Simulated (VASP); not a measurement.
Here is the system:

```
KZnF3
1.0
    4.08268     0.00000     0.00000
    0.00000     4.08268     0.00000
    0.00000     0.00000     4.08268
K Zn F
1 1 3
Direct
  0.00000   0.00000   0.00000
  0.50000   0.50000   0.50000
  0.50000   0.00000   0.50000
  0.00000   0.50000   0.50000
  0.50000   0.50000   0.00000
```

Computed with optB88-vdW, VASP's PBE PAW potentials (set 64) (plane waves; VASP). Settings: 520 eV cut-off, 5×5×5 Γ-centred mesh, Gaussian smearing of 0.050 eV, potentials K_sv Zn F.

Question: Estimate the energy per atom (σ→0).

Answer: 
energy per atom (σ→0): -1.961 eV/atom

Only differences to runs with the same potentials and settings are physical.

The compound is KZnF3 in the cubic perovskite structure. It was relaxed first. The start is the result of an earlier pass.
